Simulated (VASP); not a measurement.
Given:

```yaml
crystal:
  lattice:
    - [0.00000, 3.21297, 3.21297]
    - [3.21297, 0.00000, 3.21297]
    - [3.21297, 3.21297, 0.00000]
  atoms:
    - { symbol: Na, position: [0.25000, 0.25000, 0.25000] }
    - { symbol: Na, position: [0.75000, 0.75000, 0.75000] }
    - { symbol: S, position: [0.00000, 0.00000, 0.00000] }
```

Level of theory: PW91 GGA, VASP's PBE PAW potentials (set 64) (plane waves; VASP 6.6.1). Numerical set-up: 520 eV cut-off, 6×6×6 Γ-centred mesh, Gaussian smearing of 0.050 eV, potentials Na_pv S.

Task: What does the run give for the energy per atom (σ→0), pressure, band gap (on the k-mesh) with the smallest direct gap where there is one?

Result: 
```
Item                                          Value
-----------------------------------  --------------
band gap (on the k-mesh)                    2.67 eV
smallest direct gap (on the k-mesh)         2.67 eV
energy per atom (σ→0)                -3.342 eV/atom
pressure                                   2.16 GPa
```

Total energies compare only between runs with the same potentials, cut-off and functional.

The compound is Na2S in the antifluorite structure. This cell is one point of a volume scan, at 0.94 of the reference volume.
